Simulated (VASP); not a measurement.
Input of a VASP 6.6.1 run:

Contents of INCAR:

```
SYSTEM = CrMo7S16
PREC = Accurate
ENCUT = 350
EDIFF = 1E-5
ISMEAR = 0
SIGMA = 0.03
LREAL = Auto
LASPH = .TRUE.
NELM = 120
ALGO = Normal
ISIF = 2
LWAVE = .FALSE.
LCHARG = .FALSE.
ISPIN = 2
MAGMOM = 1 0 0 0 0 0 0 0 0 0 0 0 0 0 0 0 0 0 0 0 0 0 0 0
LORBIT = 11
NUPDOWN = 1
LMAXMIX = 4
LDAU = .TRUE.
LDAUTYPE = 2
LDAUL = 2 -1 -1
LDAUU = 3 0 0
LDAUJ = 0 0 0
LDAUPRINT = 1
GGA = PS
NBANDS = 125
NELECT = 205.0
KPAR = 4
```

KPOINTS

```
Automatic mesh
0
G
  3 3 2
  0 0 0
```

POSCAR

```
CrMo7S16
1.0
    6.3379960990      0.0000000000      0.0000000000
   -3.1689980495      5.4888656308      0.0000000000
    0.0000000000      0.0000000000     12.3240000000
Cr Mo S
1 7 16
Direct
    0.1666666667      0.3333333333      0.2500000000
    0.1666666667      0.8333333333      0.2500000000
    0.6666666667      0.3333333333      0.2500000000
    0.6666666667      0.8333333333      0.2500000000
    0.3333333333      0.1666666667      0.7500000000
    0.3333333333      0.6666666667      0.7500000000
    0.8333333333      0.1666666667      0.7500000000
    0.8333333333      0.6666666667      0.7500000000
    0.1666666667      0.3333333333      0.6230000000
    0.1666666667      0.8333333333      0.6230000000
    0.6666666667      0.3333333333      0.6230000000
    0.6666666667      0.8333333333      0.6230000000
    0.3333333333      0.1666666667      0.1230000000
    0.3333333333      0.6666666667      0.1230000000
    0.8333333333      0.1666666667      0.1230000000
    0.8333333333      0.6666666667      0.1230000000
    0.1666666667      0.3333333333      0.8770000000
    0.1666666667      0.8333333333      0.8770000000
    0.6666666667      0.3333333333      0.8770000000
    0.6666666667      0.8333333333      0.8770000000
    0.3333333333      0.1666666667      0.3770000000
    0.3333333333      0.6666666667      0.3770000000
    0.8333333333      0.1666666667      0.3770000000
    0.8333333333      0.6666666667      0.3770000000
```

Potentials or basis: VASP PAW PBE potentials, release 64 (Cr_pv, Mo_sv, S).

Run with:

```console
$ cat potpaw_PBE.64/Cr_pv/POTCAR potpaw_PBE.64/Mo_sv/POTCAR potpaw_PBE.64/S/POTCAR > POTCAR
$ mpirun -np 4 vasp_std > vasp.out
```

(1) Estimate the largest force.

Answers

(1) 0.765 eV/Å.

Caveat: the k mesh is coarse (spacing up to 0.38 Å⁻¹), so the values aren't converged; the PAW data sets were made with another functional, which shifts forces and pressure a little; the total moment is fixed, so each spin has its own Fermi level; only a ferromagnetic start was run, and an antiferromagnetic order may lie lower in energy.
